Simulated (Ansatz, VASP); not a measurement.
# Cross-check of HfO2 between VASP and Ansatz, part 2 of 2

Wanted: the spread between two codes on one cell, functional and k mesh. The two relaxations start from unlike cells of this crystal (the structure described is Ansatz's start), so only their ends are compared.

VASP 6.6.1 and Ansatz 0.2.0.

So far: The starting structure; VASP: relaxation of cell and atoms, r2SCAN with rVV10.

**3. Ansatz: relaxation of cell and atoms, r2SCAN with rVV10**

Level of this step: Ansatz beside VASP: Kohn-Sham DFT, plane waves, r2SCAN with rVV10 (Ansatz).

Ansatz runs on its default PAW (the set named soft_2) files.

Its own start cell and the same functional, mesh and smearing now go to Ansatz, which takes its cutoff from its data sets.

The input, input.yaml:

```yaml
crystal:
  lattice:
    - [0.0, 2.5575, 2.5575]
    - [2.5575, 0.0, 2.5575]
    - [2.5575, 2.5575, 0.0]
  atoms:
    - { symbol: Hf, position: [0.0, 0.0, 0.0] }
    - { symbol: O, position: [0.25, 0.25, 0.25] }
    - { symbol: O, position: [0.75, 0.75, 0.75] }
kpoints:
  mp_grid: { grid: [6, 6, 6] }
hamiltonian:
  xc: r2scan
  dispersion: rvv10
scf:
  occupations: { method: gaussian, width: 0.02 }
output:
  forces: true
  stress: true
  eigenvalues: true
relax:
  adjacent_minimum: "off"
  f_tol: 0.005
  max_steps: 60
  cell: { stress_tol: 0.03 }
```

Launch:

```console
> ansatz run input.yaml --threads 4 --pin off --max-ram 8192MiB --backend cpu --events-out ev --progress --plain --runs-dir out
```

Numbers of over 12 decimals in the logs are rounded to 6 here.

Log:

```text
Engine: ansatz 0.2.0, aarch64-unknown-linux-gnu
Pseudopotentials: kind: paw
Pseudopotential: Hf, paw, valence charge 26, recommended cutoff 500 eV (meta_gga), Hf.paw.azcp
Pseudopotential: O, paw, valence charge 6, recommended cutoff 500 eV (meta_gga), O.paw.azcp
Functional definition: r2SCAN+rVV10
  parameter k0 = 0.174
  parameter k1 = 0.065
  parameter a1 = 4.9479
  exchange = r2scan_x(k0 = k0, k1 = k1, a1 = a1)
  correlation = r2scan_c + rvv10(11.95, 0.0093)
Crystal: 3 atoms, lattice volume = 33.456 Å³
Basis set: ecut = 500 eV, 869 PW (Γ), exchange–correlation on 120×120×120 points (64 copies of the dense FFT grid, shifted against one another)
Bands: 23, of which v1, the nominal top of the filled ones, is band 19 counted from 1 (18 counted from 0)
Symmetry: 48 space group operations
Space group: Fm-3m (ITA 225), of the structure as read, at distance tolerance 3.2e-5 Å
k-points: 16 of 216
Non-local potential: Hf, projectors of the file, l = 0: 3, l = 1: 2, l = 2: 2, l = 3: 3
Non-local potential: O, projectors of the file, l = 0: 2, l = 1: 2, l = 2: 1
PAW form: soft (Blöchl's): semilocal exchange-correlation on the pseudo side does not see the compensation charge
rVV10 density: all electrons in the spheres
PAW frozen core: Hf, regenerated for the run's functional (the file was generated under x = pbe(κ = 0.804, μ = 0.219515), c = pbe(β = 0.066725))
PAW frozen core: O, regenerated for the run's functional (the file was generated under x = pbe(κ = 0.804, μ = 0.219515), c = pbe(β = 0.066725))
PAW one-centre angular grid: Hf, 974 points (default); XC on 160 Gauss nodes
PAW one-centre angular grid: O, 302 points (default); XC on 160 Gauss nodes
Initial density: superposition of atomic densities (neutral atoms: chi_scale 0, normalization atom), corrected by the library's trained network
Initial wavefunctions: pseudopotential atomic-orbital guess
Functional: x = r2scan, c = r2scan + rvv10(b = 11.95, C = 0.0093); τ floored in thin density (d = 2e-4 eV/Å³)
SCF iter   1: F=—  HF=-16872.816592 eV  |F-HF|=—  |Δ(HF+E_count)|=         —  Δρ=9.85e-3  dr2=2.92e-2  dr2_τ=2.10e-1  ethr=1.77e-3  ⟨swp⟩=5.3  Hψ=1385  notcnv=0
preconditioner: auto → none  [insulator: Δε(μ)=4.317 eV  Ē_g=19.137 eV  σ=0.020 eV  W_gap=1.00  n_scr=14 (ndim 8)  ℏωp=38.5 eV  f_vac=0.066  D(μ)=0.00/eV (n_scr^D=0)  ε∞_Penn≈5.1]
SCF iter   2: F=—  HF=-16872.875864 eV  |F-HF|=—  |Δ(HF+E_count)|=   5.93e-2  Δρ=5.40e-3  dr2=2.98e-3  dr2_τ=1.80e-3  ethr=7.68e-5  ⟨swp⟩=2.9  Hψ=885  notcnv=0
SCF iter   3: F=—  HF=-16872.876204 eV  |F-HF|=—  |Δ(HF+E_count)|=   3.40e-4  Δρ=2.19e-3  dr2=7.19e-4  dr2_τ=1.13e-4  ethr=7.83e-6  ⟨swp⟩=2.0  Hψ=668  notcnv=0
SCF iter   4: F=—  HF=-16872.876498 eV  |F-HF|=—  |Δ(HF+E_count)|=   2.94e-4  Δρ=1.13e-3  dr2=2.07e-4  dr2_τ=4.38e-5  ethr=1.89e-6  ⟨swp⟩=2.1  Hψ=662  notcnv=0
SCF iter   5: F=—  HF=-16872.876453 eV  |F-HF|=—  |Δ(HF+E_count)|=   4.50e-5  Δρ=2.31e-4  dr2=1.06e-5  dr2_τ=1.50e-6  ethr=5.44e-7  ⟨swp⟩=2.0  Hψ=579  notcnv=0
SCF iter   6: F=—  HF=-16872.876462 eV  |F-HF|=—  |Δ(HF+E_count)|=   8.35e-6  Δρ=5.84e-5  dr2=9.47e-7  dr2_τ=1.19e-7  ethr=2.79e-8  ⟨swp⟩=2.0  Hψ=630  notcnv=0
SCF iter   7: F=-16872.876462 eV  HF=-16872.876462 eV  |F-HF|=5.88e-9  |Δ(HF+E_count)|=   9.48e-9  Δρ=9.31e-6  dr2=1.09e-8  dr2_τ=3.75e-9  ethr=2.63e-10  ⟨swp⟩=3.2  Hψ=1516  notcnv=0
SCF 1 converged in 7 iterations: F = -16872.876462 eV  dr2 = 1.09e-8
  greatest PAW one-centre occupation: 0.999 electrons in one spin orbital (limit 2), on the Hf atom at site 0 (counted from 0), in its partial waves of l = 3
relax step   1: F+E_penalty+E_count = -16872.87646174 eV  Δ(F+E_penalty+E_count) = +0.000e0 eV  max|allowed force component| = 4.819e-19 eV/Å  Δτ_max = 0.0000 Å  P = -10.193 GPa  Ω = 33.456 Å³  (7 SCF iters, dr2 threshold 1.00e-7 eV, accepted)
[...]
relax step   2: F+E_penalty+E_count = -16872.91763752 eV  Δ(F+E_penalty+E_count) = -4.118e-2 eV  max|allowed force component| = 8.963e-18 eV/Å  Δτ_max = 0.0000 Å  P = +3.024 GPa  Ω = 31.793 Å³  energy of the carried Pulay correction = +9.183e-4 eV  (7 SCF iters, dr2 threshold 3.00e-7 eV, accepted)
[...]
relax step   3: F+E_penalty+E_count = -16872.92062577 eV  Δ(F+E_penalty+E_count) = -2.988e-3 eV  max|allowed force component| = 1.388e-17 eV/Å  Δτ_max = 0.0000 Å  P = -0.195 GPa  Ω = 32.159 Å³  energy of the carried Pulay correction = +7.123e-4 eV  (5 SCF iters, dr2 threshold 3.00e-7 eV, accepted)
[...]
relax step   4: F+E_penalty+E_count = -16872.92065197 eV  Δ(F+E_penalty+E_count) = -2.620e-5 eV  max|allowed force component| = 1.002e-17 eV/Å  Δτ_max = 0.0000 Å  P = -0.001 GPa  Ω = 32.137 Å³  energy of the carried Pulay correction = +7.249e-4 eV  (3 SCF iters, dr2 threshold 9.54e-8 eV, accepted)
[...]
relax step   5: F+E_penalty+E_count = -16872.91981638 eV  Δ(F+E_penalty+E_count) = +8.356e-4 eV  max|allowed force component| = 9.348e-18 eV/Å  Δτ_max = 0.0000 Å  P = +0.023 GPa  Ω = 32.137 Å³  stress off target by 2.35e-2 GPa  SCF on the basis re-selected at this cell (its energy is not comparable with the rows above)  (7 SCF iters)
basis re-selected at this cell: Δ(F+E_penalty+E_count) = +8.356e-4 eV, ΔP = +0.025 GPa vs the last step (what re-selecting the basis moved, of the pressure what is left beyond the Pulay correction that the steps carried, after the strain that the cell walked since its last selection, with what the two solves' SCF thresholds leave and, on support functions, any second-order correction that the steps lacked; it is no m [...]
SCF converged after 7 iterations
Free energy (F): -16872.919816 eV
Harris-Foulkes:  -16872.919816 eV  (|F-HF|=7.28e-12)
Internal energy: -16872.919816 eV  (E = F + TS)
E sigma→0 (E₀):  -16872.919816 eV
Fermi energy:    18.101192 eV
--- Per-component energies (eV) ---
  E_band       = 36.456907
  E_kinetic    = 775.184341
  E_local      = -5697.038755  (includes V_loc(G=0)·N_el)
  E_nonlocal   = -1152.524483
  E_hartree    = 2618.619600
  E_xc         = -427.948980
  E_vxc        = -504.668830  (∫ρ·V_xc dr)
  E_paw        = -7271.169850  (= ΣΔE_a)
  E_vpaw       = 1350.745648  (= ΣTr[D̂ρ^β])
  E_aug_tail   = 0.001575  (compensation charges beyond the density's cutoff)
  E_vtau       = 27.518253  (kinetic-family band-sum trace: ∫τ·v_τ [+ j·A + Jᵃ·Aᵃ] dr)
  E_ewald      = -5718.300905
  E_core_change = 0.257640  (= ΣΔE_core)
  E_smearing   = -0.000000  (= −TS)
  E_closure    = -0.000000  (closes the sum)
  Σ components = -16872.919816   (vs F -16872.919816, Δ=0.00e0)
--- Forces (eV/Å), atoms counted from 1 ---
  atom   1  Hf    -0.00000000     0.00000000    -0.00000000
  atom   2  O     -0.00000000    -0.00000000    -0.00000000
  atom   3  O      0.00000000     0.00000000     0.00000000
  max |Σ_I F_I| component: 1.45e-18 eV/Å
--- Stress (GPa, compression-positive) ---
        0.023462      -0.000000      -0.000000
       -0.000000       0.023462      -0.000000
       -0.000000      -0.000000       0.023462
  P = ⅓ Tr σ = 0.0235 GPa (0.235 kbar)
--- Band table (eV; the first three rows and the last of 16) ---
  k-point 0: bands = [... 15 lower, 10.3785, 15.3056, 15.3056, 15.3056, 20.3805, 20.3805, 22.3869, 27.1688]
  k-point 1: bands = [... 15 lower, 11.1310, 14.5582, 14.8474, 14.8474, 20.8263, 20.8263, 23.3001, 26.0885]
  k-point 2: bands = [... 15 lower, 12.5140, 13.3564, 14.2233, 14.2233, 21.1840, 21.1840, 23.3624, 26.1686]
  k-point 15: bands = [... 15 lower, 12.7902, 13.7793, 14.4396, 15.7955, 20.9115, 21.8719, 23.4443, 24.1045]
--- Relaxed structure (4 steps of the walk, 4 accepted, 1 SCFs on fresh bases) ---
  F+E_penalty+E_count = -16872.91981638 eV   max|allowed force component| = 9.348e-18 eV/Å   (the final SCF, on the basis selected at the relaxed cell)
  cell:  # Å, volume = 32.1366 Å³
    - [0, 2.523422, 2.523422]
    - [2.523422, 0, 2.523422]
    - [2.523422, 2.523422, 0]
  atoms:
    - { symbol: Hf, position: [0, 0, 0] }
    - { symbol: O, position: [0.25, 0.25, 0.25] }
    - { symbol: O, position: [0.75, 0.75, 0.75] }
```

**4. Differences**

Known differences besides the potentials themselves: VASP keeps PBE cores, Ansatz makes them for the functional; the data sets hold 38 valence electrons in Ansatz (on its default PAW (the set named soft_2) files) and 22 in VASP; the cutoff is 500 eV in Ansatz and 660 eV in VASP; Ansatz adds a Pulay correction to the stress that steers its cell, VASP none. Total energies have different zeros and are not compared.

Both answers:

```csv
quantity,Ansatz,VASP,difference
volume (Å³),32.14,31.68,+1.45 %
"edge a after relaxation, in the typed setting (Å)",3.569,3.552,+0.48 %
```

**5. Summary of results**

```json
{"difference in volume (relaxation of cell and atoms, r2SCAN with rVV10)": "1.4 %"}
```

**Reading.** The difference in volume is 1.4 % (relaxation of cell and atoms, r2SCAN with rVV10), beyond the 1.2 % picked in this series as the mark of a large difference, as far as the stopping tolerances let one tell. The data sets hold unlike numbers of valence electrons (38 in Ansatz and 22 in VASP), so part of the differences comes from the potentials. What causes the difference of the relaxation of cell and atoms, r2SCAN with rVV10 pair stays open here. Such differences can come from data sets, numerical settings and the points named under the comparisons, not from the functional's error against experiment.

[Lines on the potential files, build, host, timing and source positions are cut from VASP's logs without a mark.]

[Logs are printed without paths, hosts, clocks, repeated set-up lines and the standing remarks that a program may print on its own settings, such as how far it seeks lower states.]

[Hosts, paths, dates, database ids (printed as entryN), source tags and the programs' standing remarks are cut or masked in the printed files.]
